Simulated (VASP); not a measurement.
Computed with PBEsol GGA, VASP's PBE PAW potentials (set 64) (plane waves; VASP).

VASP ran on this input.

KPOINTS:
```
Automatic mesh
0
Gamma
10 10 10
0 0 0
```

File POSCAR:
```
SrO
1.0
  0.0000000000   2.3513129495   2.3513129495
  2.3513129495   0.0000000000   2.3513129495
  2.3513129495   2.3513129495   0.0000000000
Sr O
1 1
Direct
  0.0000000000   1.0000000000   0.0000000000
  0.5000000000   0.5000000000   0.5000000000
```

INCAR:
```
# general
SYSTEM =SrO
PREC   =Accurate
ENCUT  =620
LREAL  =.FALSE.
LASPH  =.TRUE.

# electronic loop
EDIFF  =1E-6
NELM   =100
ALGO   =Normal
LMAXMIX=4

# smearing
ISMEAR =0
SIGMA  =0.05

# functional
GGA    =PS

# ions
IBRION =2
NSW    =40
ISIF   =3
EDIFFG =-0.02
PSTRESS=450

# output
LWAVE  =.FALSE.
LCHARG =.FALSE.
```

POTCAR, in this order: Sr_sv O (PBE.64 set). Program: vasp_std.

The resulting files:

File OSZICAR:
```
       N       E                     dE             d eps       ncg     rms          rms(c)
DAV:   1     0.884579360209E+02    0.88458E+02   -0.10284E+04  1128   0.156E+03
DAV:   2    -0.103430939052E+02   -0.98801E+02   -0.90334E+02  1528   0.285E+02
DAV:   3    -0.139098707720E+02   -0.35668E+01   -0.35439E+01  1468   0.510E+01
DAV:   4    -0.139878441280E+02   -0.77973E-01   -0.77931E-01  1476   0.689E+00
DAV:   5    -0.139893083425E+02   -0.14642E-02   -0.14641E-02  1464   0.707E-01    0.318E+01
DAV:   6    -0.118690383971E+02    0.21203E+01   -0.89180E+00  1260   0.271E+01    0.342E+01
DAV:   7    -0.117983612363E+02    0.70677E-01   -0.36381E-01  1348   0.625E+00    0.202E+01
DAV:   8    -0.117736907147E+02    0.24671E-01   -0.10380E-01  1320   0.354E+00    0.163E+00
DAV:   9    -0.117732533936E+02    0.43732E-03   -0.11045E-02  1604   0.930E-01    0.224E-01
DAV:  10    -0.117734326480E+02   -0.17925E-03   -0.74689E-04  1220   0.308E-01    0.207E-01
DAV:  11    -0.117734281846E+02    0.44633E-05   -0.99743E-05  1392   0.100E-01    0.662E-02
DAV:  12    -0.117734288505E+02   -0.66581E-06   -0.13617E-05  1408   0.383E-02    0.157E-02
DAV:  13    -0.117734287068E+02    0.14362E-06   -0.24123E-06  1180   0.160E-02
   1 F= -.44710688E+01 E0= -.44710688E+01  d E =-.447107E+01
```

**OUTCAR**
```
------------------------ aborting loop because EDIFF is reached ----------------------------------------
  FORCE on cell =-STRESS in cart. coord.  units (eV):
  Direction    XX          YY          ZZ          XY          YZ          ZX
  --------------------------------------------------------------------------------------
  Total        7.2884946      7.2884946      7.2884946      0.0000000     -0.0000000      0.0000000
  in kB      449.1455667    449.1455667    449.1455667      0.0000000     -0.0000000      0.0000000
  external PRESSURE =      -0.8544333 kB  Pullay stress =     450.0000000 kB
  volume of cell :       26.00
      direct lattice vectors                 reciprocal lattice vectors
     0.000000000  2.351312950  2.351312950    -0.212647151  0.212647151  0.212647151
     2.351312950  0.000000000  2.351312950     0.212647151 -0.212647151  0.212647151
     2.351312950  2.351312950  0.000000000     0.212647151  0.212647151 -0.212647151
  FREE ENERGIE OF THE ION-ELECTRON SYSTEM (eV)
  ---------------------------------------------------
  free  energy   TOTEN  =       -11.7734287068 eV

  energy  without entropy=      -11.7734287068  energy(sigma->0) =      -11.77342871
  enthalpy is  TOTEN    =        -4.4710687979 eV   P V=        7.3023599089

 reached required accuracy - stopping structural energy minimisation
```
(Selected blocks of OUTCAR.)

The structure was generated: SrO was put into the rock salt type (Fm-3m), which need not be its known phase. It was relaxed first under an external pressure of 45 GPa.
